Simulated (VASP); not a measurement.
Sb:

```
Sb
1.0
     2.15060    1.24165    3.74400
    -2.15060    1.24165    3.74400
     0.00000   -2.48330    3.74400
Sb
2
Direct
  0.23364 0.23364 0.23364
  0.76636 0.76636 0.76636
```

| Property | Result |
| --- | --- |
| Program | VASP 6.6.1 |
| Task | relaxation of cell and atoms |
| Functional | PBEsol |
| Potentials or basis | VASP PAW PBE potentials, release 64 (Sb) |
| Cutoff | 480 eV |
| k mesh | 12 × 12 × 12 |
| Occupations | gaussian, width 0.1 eV |
| Spin | no spin polarisation |

At the start: pressure 0.6 GPa; volume 29.99 Å³/atom.

Where does the relaxation end?

Over 9 steps the energy falls by 3.6 meV/atom and the volume is 29.82 Å³/atom (-0.6 %); space group R-3m (No. 166, to 0.05 Å).

The path:
```
step  energy change (eV)  largest force (eV/Å)  pressure (GPa)  volume (Å³)
   1              0.0000                0.2185            0.59        59.99
   2             -0.0029                0.0383           -0.67        60.95
   3             -0.0033                0.0815           -0.36        60.71
   4             -0.0052                0.0553           -0.24        60.37
   5             -0.0070                0.0032            0.10        59.56
   6             -0.0070                0.0009            0.09        59.59
   7             -0.0071                0.0165           -0.09        59.72
   8             -0.0071                0.0116           -0.03        59.68
   9             -0.0071                0.0016            0.01        59.64
```

Final structure:
```yaml
crystal:
  lattice:
    - [2.16300, 1.24881, 3.68010]
    - [-2.16300, 1.24881, 3.68010]
    - [0.00000, -2.49761, 3.68010]
  atoms:
    - { symbol: Sb, position: [0.23624, 0.23624, 0.23624] }
    - { symbol: Sb, position: [0.76376, 0.76376, 0.76376] }
```

Caveat: the PAW data sets were made with another functional, which shifts forces and pressure a little.
